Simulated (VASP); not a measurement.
# ZrGeSe: which input changes matter, part 3 of 4

Which changes to a sound input spoil a run on ZrGeSe, which are harmless, and which give a warning? All runs use r2SCAN. The start is a cell from a database of measured crystal structures.

VASP 6.6.1, plane waves and PAW; the level of theory is named at each step.

So far. Step 2 (Reference run): The pressure is 3.25 GPa and the largest force 0.622 eV/Å, so the cell is not at a minimum at these settings. Step 5 (Self-consistent run (r2SCAN) with a changed input): Against the reference run the energy at zero smearing moves by -0.12 meV an atom and the pressure by -0.01 GPa.

The database entry behind the starting cell differs from later determinations by our own check (about 0.4 % short), so it need not match the best structure at ambient conditions.

## Step 6: Full relaxation (r2SCAN) with a changed input

Level of this step: r2SCAN; plane waves and PAW (Zr_sv, Ge_d, Se) (VASP).

The start need not lie at this functional's minimum. ISIF = 3 frees volume, shape and positions, and EDIFFG sets the threshold on forces and stress at which the search stops. Some settings are moved from the usual, to see what they do.

Contents of INCAR:

```
SYSTEM = ZrGeSe
PREC = Accurate
ENCUT = 410
EDIFF = 1E-06
NELM = 100
ISMEAR = -1
SIGMA = 0.05
LREAL = .FALSE.
ALGO = Normal
METAGGA = R2SCAN
LASPH = .TRUE.
NBANDS = 39
LORBIT = 11
LWAVE = .FALSE.
LCHARG = .FALSE.
KPAR = 4
IBRION = 2
NSW = 60
ISIF = 3
EDIFFG = -0.02
LMAXMIX = 4
```

Contents of POSCAR:

```
ZrGeSe
1.0
    3.6900000000      0.0000000000      0.0000000000
    0.0000000000      3.6900000000      0.0000000000
    0.0000000000      0.0000000000      8.2400000000
Zr Ge Se
2 2 2
Direct
    0.0000000000      0.5000000000      0.2680000000
    0.5000000000      0.0000000000      0.7320000000
    0.0000000000      0.0000000000      0.0000000000
    0.5000000000      0.5000000000      0.0000000000
    0.0000000000      0.5000000000      0.6180000000
    0.5000000000      0.0000000000      0.3820000000
```

Contents of KPOINTS:

```
Automatic mesh
0
Gamma
6 6 3
0 0 0
```

The projector-augmented-wave data sets are Zr_sv, Ge_d and Se (PBE family, release 64).

Launch:

```
$ mpirun -np 4 vasp_std
```

The program printed:

```text
[... set-up lines as in an earlier step ...]
 entering main loop
       N       E                     dE             d eps       ncg     rms          rms(c)
[... 5 cycles as in an earlier step ...]
DAV:   6    -0.108688777159E+03    0.18456E+02   -0.11775E+01  2570   0.349E+01    0.671E+00
DAV:   7    -0.108854349536E+03   -0.16557E+00   -0.18675E+00  2008   0.768E+00    0.236E+00
DAV:   8    -0.108886333795E+03   -0.31984E-01   -0.14204E-01  2324   0.293E+00    0.903E-01
DAV:   9    -0.108889188578E+03   -0.28548E-02   -0.22131E-02  2256   0.943E-01    0.218E-01
DAV:  10    -0.108890381876E+03   -0.11933E-02   -0.27895E-03  2274   0.365E-01    0.125E-01
DAV:  11    -0.108890646398E+03   -0.26452E-03   -0.40893E-04  2337   0.127E-01    0.220E-02
DAV:  12    -0.108890649946E+03   -0.35478E-05   -0.45171E-05  2098   0.510E-02    0.852E-03
DAV:  13    -0.108890649938E+03    0.75124E-08   -0.38179E-06  1530   0.127E-02
   1 F= -.10889065E+03 E0= -.10888721E+03  d E =-.108891E+03
 curvature:   0.00 expect dE= 0.000E+00 dE for cont linesearch  0.000E+00
 trial: gam= 0.00000 g(F)=  0.413E-01 g(S)=  0.134E+00 ort = 0.000E+00 (trialstep = 0.100E+01)
 search vector abs. value=  0.175E+00
 bond charge predicted
       N       E                     dE             d eps       ncg     rms          rms(c)
DAV:   1    -0.110188220494E+03   -0.12976E+01   -0.42612E+01  1900   0.664E+01    0.846E+00
DAV:   2    -0.109264313522E+03    0.92391E+00   -0.29488E+00  2033   0.150E+01    0.386E+00
DAV:   3    -0.108930948783E+03    0.33336E+00   -0.78603E-01  2151   0.834E+00    0.133E+00
DAV:   4    -0.108922170036E+03    0.87787E-02   -0.13025E-01  2422   0.190E+00    0.658E-01
DAV:   5    -0.108919458712E+03    0.27113E-02   -0.15844E-02  2409   0.800E-01    0.447E-01
DAV:   6    -0.108919135836E+03    0.32288E-03   -0.52542E-03  2121   0.548E-01    0.596E-02
DAV:   7    -0.108919179634E+03   -0.43798E-04   -0.24693E-04  1989   0.117E-01    0.293E-02
DAV:   8    -0.108919203700E+03   -0.24066E-04   -0.23239E-05  2520   0.248E-02    0.153E-02
DAV:   9    -0.108919203884E+03   -0.18342E-06   -0.74824E-06  1649   0.169E-02
   2 F= -.10891920E+03 E0= -.10891657E+03  d E =-.285539E-01
[...]
3 F= -.10894156E+03 E0= -.10893864E+03  d E =-.509059E-01
[...]
4 F= -.10895450E+03 E0= -.10895181E+03  d E =-.129469E-01
[...]
5 F= -.10895546E+03 E0= -.10895290E+03  d E =-.139054E-01
[...]
6 F= -.10895991E+03 E0= -.10895724E+03  d E =-.445088E-02
 trial-energy change:   -0.004451  1 .order   -0.004486   -0.006255   -0.002717
 step:   1.8392(harm=  1.7440)  dis= 0.01869  next Energy=  -108.961064 (dE=-0.560E-02)
 bond charge predicted
       N       E                     dE             d eps       ncg     rms          rms(c)
DAV:   1    -0.108966928842E+03   -0.70173E-02   -0.67709E-01  1631   0.511E+00    0.611E-01
DAV:   2    -0.108963653791E+03    0.32751E-02   -0.29473E-02  1908   0.120E+00    0.335E-01
DAV:   3    -0.108961212475E+03    0.24413E-02   -0.38732E-03  2147   0.451E-01    0.122E-01
DAV:   4    -0.108961073484E+03    0.13899E-03   -0.90366E-04  2188   0.169E-01    0.481E-02
DAV:   5    -0.108961083488E+03   -0.10004E-04   -0.11973E-04  2140   0.756E-02    0.152E-02
DAV:   6    -0.108961085188E+03   -0.17000E-05   -0.90478E-06  1781   0.178E-02    0.537E-03
DAV:   7    -0.108961085680E+03   -0.49181E-06   -0.10561E-06  1157   0.749E-03
   7 F= -.10896109E+03 E0= -.10895833E+03  d E =-.562444E-02
 curvature:  -1.18 expect dE=-0.309E-04 dE for cont linesearch -0.139E-07
 trial: gam= 0.03502 g(F)=  0.117E-04 g(S)=  0.146E-04 ort = 0.101E-04 (trialstep = 0.116E+01)
 search vector abs. value=  0.376E-04
 reached required accuracy - stopping structural energy minimisation
```

Wall time 3.8 min (4 MPI ranks of Intel Xeon Platinum 8259CL at 2.50GHz (Skylake/Cascade Lake), shared host); peak memory 0.87 GiB; 15 min of CPU time.

OUTCAR, selected parts (step 6):

```text
   NELECT =      64.0000    total number of electrons

 E-fermi :   8.3592

 k-point     1 :       0.0000    0.0000    0.0000
  band No.  band energies     occupation
    ...
     29       6.1976      2.00000
     30       6.4109      2.00000
     31       6.4109      2.00000
     32       7.4578      2.00000
     33       8.3657      0.93473
     34       8.8654      0.00008
     35       9.6140      0.00000
     36       9.7221      0.00000
     37       9.7221      0.00000
     38       9.7503      0.00000
    ...

  Total       -0.0049605     -0.0049605     -0.0420011      0.0000000      0.0000000      0.0000000
  in kB       -0.0687595     -0.0687595     -0.5821932      0.0000000      0.0000000      0.0000000
  external PRESSURE =      -0.2399041 kB  Pullay stress =       0.0000000 kB

 POSITION                                       TOTAL-FORCE (eV/Angst)
 -----------------------------------------------------------------------------------
      3.72430      1.86215      2.17954         0.000000      0.000000     -0.009992
      1.86215     -0.00000      6.15370        -0.000000     -0.000000      0.009992
      0.00000      0.00000      0.00000         0.000000     -0.000000      0.000000
      1.86215      1.86215      0.00000         0.000000      0.000000      0.000000
     -0.00000      1.86215      5.18951        -0.000000     -0.000000      0.004599
      1.86215     -0.00000      3.14373         0.000000      0.000000     -0.004599
 -----------------------------------------------------------------------------------
    total drift:                                0.000000     -0.000000     -0.000000

  FREE ENERGIE OF THE ION-ELECTRON SYSTEM (eV)
  ---------------------------------------------------
  free  energy   TOTEN  =      -108.9610856797 eV

  energy  without entropy=     -108.9555817991  energy(sigma->0) =     -108.95833374

 reached required accuracy - stopping structural energy minimisation

[... 8 parts as in an earlier step ...]

[... 9 further parts left out ...]
```

CONTCAR:

```
ZrGeSe
   1.00000000000000
     3.7243046864841807    0.0000000000000000   -0.0000000000000000
     0.0000000000000000    3.7243046864841807   -0.0000000000000000
    -0.0000000000000000   -0.0000000000000000    8.3332395992509785
  Zr              Ge              Se
     2     2     2
Direct
     1.0000000000000000    0.5000000000000000    0.2615477191298795
     0.5000000000000000    0.0000000000000000    0.7384522808701205
     0.0000000000000000    0.0000000000000000    0.0000000000000000
     0.5000000000000000    0.5000000000000000    0.0000000000000000
     0.0000000000000000    0.5000000000000000    0.6227487342475214
     0.5000000000000000    0.0000000000000000    0.3772512657524786
```

The gap is read on the k-mesh alone, so it is an upper bound where the band edges lie off the mesh, and a coarse mesh can show a gap where there is none. LMAXMIX acts on the way to self-consistency or on speed; a fully converged result doesn't depend on them, though slow mixing can meet EDIFF with the stress still off. The run keeps the 16 symmetry operations of its start, so it cannot find a distortion of lower symmetry.

Step by step:

```csv
step,energy less that of the first step (eV),largest force (eV/Å),pressure (GPa),volume (Å³)
1,0.0000,0.6222,3.25,112.20
2,-0.0286,0.2291,-3.02,118.46
3,-0.0509,0.3494,-0.68,115.89
4,-0.0639,0.1561,-0.08,115.40
5,-0.0648,0.1348,0.19,115.22
6,-0.0693,0.0614,0.08,115.42
7,-0.0704,0.0100,-0.02,115.59
```

```csv
"conventional cell, symmetrised",before,after,change
a (Å),3.690,3.724,+0.9 %
b (Å),3.690,3.724,+0.9 %
c (Å),8.240,8.333,+1.1 %
volume (Å³/atom),18.70,19.26,+3.0 %
```

The atoms that moved most (Å, as changes of fractional coordinates times the final cell):

```csv
atom,dx,dy,dz,length
Zr1,0.000,0.000,-0.054,0.054
Zr2,0.000,0.000,0.054,0.054
Se6,0.000,0.000,-0.040,0.040
Se5,0.000,0.000,0.040,0.040
```

Final coordinates:

```cif
data_structure
_symmetry_space_group_name_H-M 'P 1'
_symmetry_Int_Tables_number 1
_cell_length_a 3.7243
_cell_length_b 3.7243
_cell_length_c 8.3332
_cell_angle_alpha 90.000
_cell_angle_beta 90.000
_cell_angle_gamma 90.000
_cell_volume 115.59
loop_
_atom_site_label
_atom_site_type_symbol
_atom_site_fract_x
_atom_site_fract_y
_atom_site_fract_z
_atom_site_occupancy
Zr1 Zr 0.00000 0.50000 0.26155 1
Zr2 Zr 0.50000 0.00000 0.73845 1
Ge3 Ge 0.00000 0.00000 0.00000 1
Ge4 Ge 0.50000 0.50000 0.00000 1
Se5 Se 0.00000 0.50000 0.62275 1
Se6 Se 0.50000 0.00000 0.37725 1
```

Numbers from this step:

```
bands                                  : 39
free energy (TOTEN)                    : -108.9611 eV
energy at zero smearing                : -108.9583 eV
Fermi energy                           : 8.359 eV
pressure                               : -0.02399 GPa
metallic, judged on the points sampled : no
valence top at k                       : 0.1667, 0.1667, 0.3333
conduction bottom at k                 : 0, 0, 0
least direct gap at k                  : 0.1667, 0.1667, 0.3333
SCF cycles over all ionic steps        : 60
gap on the k-mesh                      : 0.1053 eV
least direct gap on the k-mesh         : 0.2304 eV
```

It ends with a largest force of 0.010 eV/Å and a pressure of -0.02 GPa.

## Step 7: Relaxing cell and atoms (r2SCAN) with a changed input

This run is made with a changed input; what comes of it follows.

Contents of INCAR:

```
SYSTEM = ZrGeSe
PREC = Accurate
ENCUT = 410
EDIFF = 1E-06
NELM = 62
ISMEAR = 1
SIGMA = 5
LREAL = .FALSE.
ALGO = Normal
METAGGA = R2SCAN
LASPH = .TRUE.
NBANDS = 39
LORBIT = 11
LWAVE = .FALSE.
LCHARG = .FALSE.
KPAR = 4
IBRION = 2
NSW = 30
ISIF = 3
EDIFFG = -0.01
```

POSCAR is that of step 6.

KPOINTS is that of step 6.

Launch:

```
$ mpirun -np 4 vasp_std
```

The program printed:

```text
[... set-up lines as in an earlier step ...]
 entering main loop
       N       E                     dE             d eps       ncg     rms          rms(c)
DAV:   1     0.618874907553E+03    0.61887E+03   -0.27640E+04  2013   0.304E+03
DAV:   2    -0.203343974304E+01   -0.62091E+03   -0.59849E+03  1623   0.849E+02
DAV:   3    -0.115075221679E+03   -0.11304E+03   -0.10982E+03  2122   0.203E+02
DAV:   4    -0.125227165064E+03   -0.10152E+02   -0.99967E+01  2345   0.596E+01
[...]
DAV:  21    -0.108293445433E+03   -0.13074E-05   -0.13069E-05  1011   0.610E-04    0.180E-04
DAV:  22    -0.108293446677E+03   -0.12442E-05   -0.12357E-05  1011   0.473E-04    0.256E-04
DAV:  23    -0.108293447472E+03   -0.79528E-06   -0.79532E-06   969   0.419E-04
 -----------------------------------------------------------------------------
|                                                                             |
|           W    W    AA    RRRRR   N    N  II  N    N   GGGG   !!!           |
|           W    W   A  A   R    R  NN   N  II  NN   N  G    G  !!!           |
|           W    W  A    A  R    R  N N  N  II  N N  N  G       !!!           |
|           W WW W  AAAAAA  RRRRR   N  N N  II  N  N N  G  GGG   !            |
|           WW  WW  A    A  R   R   N   NN  II  N   NN  G    G                |
|           W    W  A    A  R    R  N    N  II  N    N   GGGG   !!!           |
|                                                                             |
|     Your highest band is occupied at some k-points! Unless you are          |
|     performing a calculation for an insulator or semiconductor, without     |
|     unoccupied bands, you have included TOO FEW BANDS!! Please increase     |
|     the parameter NBANDS in file INCAR to ensure that the highest band      |
|     is unoccupied at all k-points. It is always recommended to include      |
|     a few unoccupied bands to accelerate the convergence of                 |
|     molecular-dynamics runs (even for insulators or semiconductors),        |
|     since the presence of unoccupied bands improves wavefunction            |
|     prediction and helps to suppress 'band-crossings'.                      |
|                                                                             |
 -----------------------------------------------------------------------------

   1 F= -.10829345E+03 E0= -.10663898E+03  d E =-.108293E+03
[...]
|     Your highest band is occupied at some k-points! Unless you are          |
[... from here on, the cycles between the ionic steps are left out ...]
   2 F= -.10865072E+03 E0= -.10609210E+03  d E =-.357269E+00
[...]
|     Your highest band is occupied at some k-points! Unless you are          |
   3 F= -.10874248E+03 E0= -.10648427E+03  d E =-.449036E+00
   4 F= -.10874239E+03 E0= -.10647234E+03  d E =-.448942E+00
   5 F= -.10875221E+03 E0= -.10648336E+03  d E =-.982103E-02
[...]
hard stop encountered!  aborting job ...
[...]
|     The electronic self-consistency was not achieved in the given           |
[...]
soft stop encountered!  aborting job ...
   6 F= -.10880404E+03 E0= -.10654144E+03  d E =-.678781E+01
 deleting file STOPCAR
```

Elapsed: 4.3 min, on 4 MPI ranks; peak memory 0.9 GiB.

The run was stopped at its time limit, by a STOPCAR file.

By then 5 ionic steps had been finished.

The fault in the input: smearing far too wide (ISMEAR = 1 and SIGMA = 5.0). Lower SIGMA until the entropy term is about 1 meV an atom.

## Step 8: A single point (r2SCAN) with a changed input

A single point gives energy, forces and stress at these settings. Some settings are moved from the usual, to see what they do.

Contents of INCAR:

```
SYSTEM = ZrGeSe
PREC = Accurate
ENCUT = 410
EDIFF = 1E-06
NELM = 100
ISMEAR = -1
SIGMA = 0.05
LREAL = .FALSE.
ALGO = Normal
METAGGA = R2SCAN
LASPH = .TRUE.
NBANDS = 44
LORBIT = 11
LWAVE = .FALSE.
LCHARG = .FALSE.
KPAR = 4
ISIF = 2
```

POSCAR is that of step 7.

Contents of KPOINTS:

```
Automatic mesh
0
Monkhorst-Pack
6 6 3
0 0 0
```

Launch:

```
$ mpirun -np 4 vasp_std
```

The program printed:

```text
[... set-up lines as in an earlier step ...]
 entering main loop
       N       E                     dE             d eps       ncg     rms          rms(c)
DAV:   1     0.620011664982E+03    0.62001E+03   -0.26637E+04  1376   0.264E+03
DAV:   2    -0.200483806345E+01   -0.62202E+03   -0.58758E+03  1088   0.782E+02
DAV:   3    -0.116289997532E+03   -0.11429E+03   -0.10998E+03  1388   0.186E+02
DAV:   4    -0.126704077428E+03   -0.10414E+02   -0.10233E+02  1632   0.553E+01
DAV:   5    -0.127146519174E+03   -0.44244E+00   -0.44134E+00  1568   0.101E+01    0.215E+01
DAV:   6    -0.108685287414E+03    0.18461E+02   -0.91914E+00  1772   0.310E+01    0.649E+00
DAV:   7    -0.108856092818E+03   -0.17081E+00   -0.16131E+00  1304   0.672E+00    0.243E+00
DAV:   8    -0.108890271267E+03   -0.34178E-01   -0.10518E-01  1476   0.274E+00    0.966E-01
DAV:   9    -0.108893390790E+03   -0.31195E-02   -0.17152E-02  1416   0.876E-01    0.208E-01
DAV:  10    -0.108894459082E+03   -0.10683E-02   -0.25050E-03  1460   0.322E-01    0.133E-01
DAV:  11    -0.108894733891E+03   -0.27481E-03   -0.35743E-04  1360   0.118E-01    0.229E-02
DAV:  12    -0.108894743574E+03   -0.96831E-05   -0.36587E-05  1320   0.440E-02    0.997E-03
DAV:  13    -0.108894742132E+03    0.14423E-05   -0.47722E-06  1200   0.161E-02    0.341E-03
DAV:  14    -0.108894741799E+03    0.33250E-06   -0.37539E-07   672   0.502E-03
   1 F= -.10889474E+03 E0= -.10889406E+03  d E =-.136873E-02
```

Wall time 42 s (4 MPI ranks); peak memory 0.78 GiB; 2.4 min of CPU time.

OUTCAR, selected parts (step 8):

```text
   k-points           NKPTS =     12   k-points in BZ     NKDIM =     12   number of bands    NBANDS=     44

   NELECT =      64.0000    total number of electrons

 E-fermi :   8.7538

 k-point     1 :       0.0833    0.0833    0.0000
  band No.  band energies     occupation
    ...
     28       6.0698      2.00000
     29       6.1772      2.00000
     30       7.0192      2.00000
     31       7.3075      2.00000
     32       7.7859      2.00000
     33       9.3002      0.00004
     34       9.4504      0.00000
     35       9.5935      0.00000
     36      10.0891      0.00000
     37      10.2757      0.00000
    ...

  Total        2.6383484      2.6383484      1.2660075      0.0000000      0.0000000      0.0000000
  in kB       37.6758260     37.6758260     18.0786886      0.0000000      0.0000000      0.0000000
  external PRESSURE =      31.1434469 kB  Pullay stress =       0.0000000 kB

 POSITION                                       TOTAL-FORCE (eV/Angst)
 -----------------------------------------------------------------------------------
      0.00000      1.84500      2.20832         0.000000      0.000000     -0.661984
      1.84500      0.00000      6.03168        -0.000000      0.000000      0.661984
      0.00000      0.00000      0.00000         0.000000      0.000000      0.000000
      1.84500      1.84500      0.00000         0.000000     -0.000000      0.000000
      0.00000      1.84500      5.09232        -0.000000      0.000000      0.198952
      1.84500      0.00000      3.14768         0.000000     -0.000000     -0.198952
 -----------------------------------------------------------------------------------
    total drift:                                0.000000     -0.000000     -0.000000

  FREE ENERGIE OF THE ION-ELECTRON SYSTEM (eV)
  ---------------------------------------------------
  free  energy   TOTEN  =      -108.8947417992 eV

  energy  without entropy=     -108.8933730651  energy(sigma->0) =     -108.89405743

[... 7 parts as in an earlier step ...]

[... 9 further parts left out ...]
```

At this level the cell is under a pressure of 3.1 GPa, so at these settings it is away from equilibrium.

Numbers from this step:

```
bands                          : 44
irreducible k-points           : 12
free energy (TOTEN)            : -108.8947 eV
energy at zero smearing        : -108.8941 eV
Fermi energy                   : 8.754 eV
pressure                       : 3.114 GPa
valence top at k               : 0.25, 0.08333, 0.3333
conduction bottom at k         : 0.25, 0.08333, 0.3333
least direct gap at k          : 0.25, 0.08333, 0.3333
gap on the k-mesh              : 0.4980 eV
least direct gap on the k-mesh : 0.4980 eV
```

Force by atom:

```csv
atom,x (eV/Å),y (eV/Å),z (eV/Å),size
Zr1,0.000,0.000,-0.662,0.662
Zr2,0.000,0.000,0.662,0.662
Ge3,0.000,0.000,0.000,0.000
Ge4,0.000,0.000,0.000,0.000
Se5,0.000,0.000,0.199,0.199
Se6,0.000,0.000,-0.199,0.199
```

Against the reference run the energy at zero smearing moves by -1.14 meV an atom and the pressure by -0.14 GPa.

(Continued in part 4 of 4.)

[Lines on the potential files, build, host, timing and source positions are cut from VASP's logs without a mark.]

[Logs are printed without paths, hosts, clocks, repeated set-up lines and the standing remarks that a program may print on its own settings, such as how far it seeks lower states.]

[Hosts, paths, dates, database ids (printed as entryN), source tags and the programs' standing remarks are cut or masked in the printed files.]

[A measured line is paired with the nearest computed mode of its activity, which favours agreement.]

[In band tables of VASP the shares of atoms and orbitals are scaled to a sum of 1 inside the atoms' spheres.]
